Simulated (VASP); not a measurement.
Input:

```
Lu
1.0
    1.75000    -3.03109     0.00000
    1.75000     3.03109     0.00000
    0.00000     0.00000     5.55000
Lu
2
Direct
  0.33333   0.66667   0.25000
  0.66667   0.33333   0.75000
```

The numbers are results of PBE GGA, VASP's PBE PAW potentials (set 64) (plane waves; VASP), not measurements. Run with PREC = Normal, 400 eV cut-off, 11×11×6 Γ-centred mesh, first-order Methfessel-Paxton smearing of 0.10 eV, potentials Lu_3.

Question: Give the stress tensor in GPa (positive for a compressed cell).

Answer: 
```
 0.35   0.00   0.00
 0.00   0.35   0.00
 0.00   0.00  -1.06
```
The pressure is its mean diagonal, -0.12 GPa.

The compound is Lu in the hcp structure. The cell was not relaxed at this level. The run is one of a series of settings (PREC = Normal against the base run), some of them coarse on purpose.
